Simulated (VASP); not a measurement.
Output of a VASP run:

OSZICAR:
```
       N       E                     dE             d eps       ncg     rms          rms(c)
DAV:   1     0.566668921548E+02    0.56667E+02   -0.76187E+03  7644   0.108E+03
DAV:   2    -0.558461585442E+01   -0.62252E+02   -0.60750E+02  9455   0.449E+02
DAV:   3    -0.924653342462E+01   -0.36619E+01   -0.33969E+01 10739   0.749E+01
DAV:   4    -0.943090518863E+01   -0.18437E+00   -0.17444E+00 10868   0.106E+01
DAV:   5    -0.943853871902E+01   -0.76335E-02   -0.74142E-02 10680   0.191E+00    0.244E+01
DAV:   6    -0.944384306163E+01   -0.53043E-02   -0.24912E-02 10620   0.202E+00    0.146E+01
DAV:   7    -0.945415973512E+01   -0.10317E-01   -0.41113E-02 10050   0.279E+00    0.289E-01
DAV:   8    -0.945390681205E+01    0.25292E-03   -0.24937E-03  9516   0.545E-01    0.635E-02
DAV:   9    -0.945392319557E+01   -0.16384E-04   -0.22975E-04 10708   0.162E-01    0.307E-02
DAV:  10    -0.945391876928E+01    0.44263E-05   -0.38387E-05 10700   0.537E-02    0.374E-02
DAV:  11    -0.945392034575E+01   -0.15765E-05   -0.10811E-05  5918   0.145E-02    0.404E-03
DAV:  12    -0.945392121656E+01   -0.87081E-06   -0.76793E-06  4937   0.138E-02
   1 F= -.94539212E+01 E0= -.90495128E+01  d E =-.808817E+00
```

File OUTCAR:
```
------------------------ aborting loop because EDIFF is reached ----------------------------------------
  FORCE on cell =-STRESS in cart. coord.  units (eV):
  Direction    XX          YY          ZZ          XY          YZ          ZX
  --------------------------------------------------------------------------------------
  Total        0.3905333      1.0730019      0.1571976     -0.0933071      0.0000000      0.0000000
  in kB       10.0966391     27.7408134      4.0641011     -2.4123108      0.0000000      0.0000000
  external PRESSURE =      13.9671846 kB  Pullay stress =       0.0000000 kB
  volume of cell :       61.97
      direct lattice vectors                 reciprocal lattice vectors
     1.792032000 -3.015520000  0.000000000     0.279012875 -0.165808882  0.000000000
     1.792032000  3.015520000  0.000000000     0.279012875  0.165808882  0.000000000
     0.000000000  0.000000000  5.733950000     0.000000000  0.000000000  0.174399847
 POSITION                                       TOTAL-FORCE (eV/Angst)
 -----------------------------------------------------------------------------------
      1.79203      1.00518      1.43349         0.061576      0.045727      0.000000
      1.84998     -1.00518      4.30046        -0.061576     -0.045727      0.000000
 -----------------------------------------------------------------------------------
    total drift:                                0.000005      0.000000      0.000000
  FREE ENERGIE OF THE ION-ELECTRON SYSTEM (eV)
  ---------------------------------------------------
  free  energy   TOTEN  =        -9.4539212166 eV

  energy  without entropy=       -8.6451043328  energy(sigma->0) =       -9.04951277
```
(Selected blocks of OUTCAR.)

POSCAR:
```
Ho
1
    1.7920320000    -3.0155200000     0.0000000000
    1.7920320000     3.0155200000     0.0000000000
    0.0000000000     0.0000000000     5.7339500000
Ho
2
Direct
  0.3333330000   0.6666670000   0.2500000000
  0.6828340000   0.3495000000   0.7500000000
```

### Question
Write an INCAR and KPOINTS that could have produced this output.

### Answer
This is not unique; one that fits is the input of the run itself, PBE GGA, plane waves, VASP's PBE PAW potentials (set 64).

**KPOINTS**
```
Automatic mesh
0
Gamma
11 11 6
0 0 0
```

**INCAR**
```
SYSTEM = Ho
PREC = Accurate
ENCUT = 400
EDIFF = 1E-6
NELM = 100
ALGO = Normal
LREAL = .FALSE.
LASPH = .TRUE.
ISMEAR = -1
SIGMA = 0.3
GGA = PE
LMAXMIX = 6
LWAVE = .FALSE.
LCHARG = .FALSE.
ISIF = 2
```

POTCAR, in this order: Ho_3 (PBE.64 set). Program: vasp_std.

The 4f electrons are frozen in the core of the lanthanide potential, so 4f levels, which can set the real gap, and their magnetism are missing.

The compound is Ho in the hcp structure. The cell was not relaxed at this level, atoms are displaced from their ideal sites. The run is one of a series of settings (ISMEAR = -1, SIGMA = 0.3 against the base run), some of them coarse on purpose.
